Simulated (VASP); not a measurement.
Level of theory: PBEsol GGA, VASP's PBE PAW potentials (set 64) (plane waves; VASP).

VASP ran on this input.

**POSCAR**
```
PbSe
1
    0.0000000000     3.0192275269     3.0192275269
    3.0192275269     0.0000000000     3.0192275269
    3.0192275269     3.0192275269     0.0000000000
Pb Se
1 1
Direct
  0.0000000000   0.0000000000   0.0000000000
  0.5000000000   0.5000000000   0.5000000000
```

### INCAR
```
ALGO = Normal
EDIFF = 1E-7
ENCUT = 520
GGA = PS
ISIF = 2
ISMEAR = 0
LASPH = .TRUE.
LCHARG = .FALSE.
LMAXMIX = 4
LREAL = .FALSE.
LWAVE = .FALSE.
NELM = 100
PREC = Accurate
SIGMA = 0.05
SYSTEM = PbSe
```

**KPOINTS**
```
Automatic
0
Gamma
 8 8 8
0 0 0
```

POTCAR, in this order: Pb_d Se (PBE.64 set). Program: vasp_std.

Output

### OSZICAR
```
       N       E                     dE             d eps       ncg     rms          rms(c)
DAV:   1     0.157320307892E+03    0.15732E+03   -0.97124E+03   826   0.147E+03
DAV:   2     0.236995301882E+01   -0.15495E+03   -0.15143E+03   860   0.358E+02
DAV:   3    -0.889986429210E+01   -0.11270E+02   -0.11225E+02  1082   0.102E+02
DAV:   4    -0.914192622834E+01   -0.24206E+00   -0.24199E+00   892   0.177E+01
DAV:   5    -0.915062693629E+01   -0.87007E-02   -0.87006E-02  1152   0.317E+00    0.276E+00
DAV:   6    -0.891468925361E+01    0.23594E+00   -0.60622E-01  1204   0.697E+00    0.162E+00
DAV:   7    -0.890708966627E+01    0.75996E-02   -0.10097E-01   934   0.193E+00    0.827E-01
DAV:   8    -0.890765167369E+01   -0.56201E-03   -0.10019E-02   980   0.134E+00    0.110E-01
DAV:   9    -0.890735276026E+01    0.29891E-03   -0.22338E-03  1196   0.540E-01    0.432E-02
DAV:  10    -0.890736620071E+01   -0.13440E-04   -0.14661E-04   884   0.858E-02    0.153E-02
DAV:  11    -0.890736559036E+01    0.61035E-06   -0.27238E-05  1006   0.610E-02    0.538E-03
DAV:  12    -0.890736543556E+01    0.15480E-06   -0.27883E-06  1108   0.239E-02    0.148E-03
DAV:  13    -0.890736548264E+01   -0.47082E-07   -0.12524E-07   592   0.535E-03
   1 F= -.89073655E+01 E0= -.89072081E+01  d E =-.314730E-03
```

**OUTCAR**
```
------------------------ aborting loop because EDIFF is reached ----------------------------------------
  FORCE on cell =-STRESS in cart. coord.  units (eV):
  Direction    XX          YY          ZZ          XY          YZ          ZX
  --------------------------------------------------------------------------------------
  Total        0.6172139      0.6172139      0.6172139     -0.0000000      0.0000000     -0.0000000
  in kB       17.9650627     17.9650627     17.9650627     -0.0000000      0.0000000     -0.0000000
  external PRESSURE =      17.9650627 kB  Pullay stress =       0.0000000 kB
  volume of cell :       55.04
      direct lattice vectors                 reciprocal lattice vectors
     0.000000000  3.019227527  3.019227527    -0.165605273  0.165605273  0.165605273
     3.019227527  0.000000000  3.019227527     0.165605273 -0.165605273  0.165605273
     3.019227527  3.019227527  0.000000000     0.165605273  0.165605273 -0.165605273
  FREE ENERGIE OF THE ION-ELECTRON SYSTEM (eV)
  ---------------------------------------------------
  free  energy   TOTEN  =        -8.9073654826 eV

  energy  without entropy=       -8.9070507522  energy(sigma->0) =       -8.90720812
```
(Selected blocks of OUTCAR.)

The compound is PbSe in the rock salt structure. This cell is one point of a volume scan, at 0.97 of the reference volume.
